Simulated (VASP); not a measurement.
Energy against volume of SrTe (rock salt). These are RPBE GGA, VASP's PBE PAW potentials (set 64) (plane waves; VASP) values and carry that method's errors. Numerical set-up: 520 eV cut-off, 7×7×7 Γ-centred mesh, Gaussian smearing of 0.050 eV, potentials Sr_sv Te.

| V (Å³/atom) | E (eV/atom) |
|---|---|
| 38.482 | -3.86630 |
| 39.673 | -3.86982 |
| 40.863 | -3.86688 |
| 42.053 | -3.85839 |

Q: Fit these four points and predict the energy of the run at 37.292 Å³/atom.

A: A cubic in V^(−2/3), the third-order Birch-Murnaghan form, passes through the four points with V0 = 39.70 Å³/atom and B0 = 29 GPa, and gives -3.8553 eV/atom there. The run gave -3.8552 eV/atom, +0.0 meV/atom from the fit; all five points give B0 = 29 GPa.

The compound is SrTe in the rock salt structure. It was relaxed first, which changed the volume by +7 %.
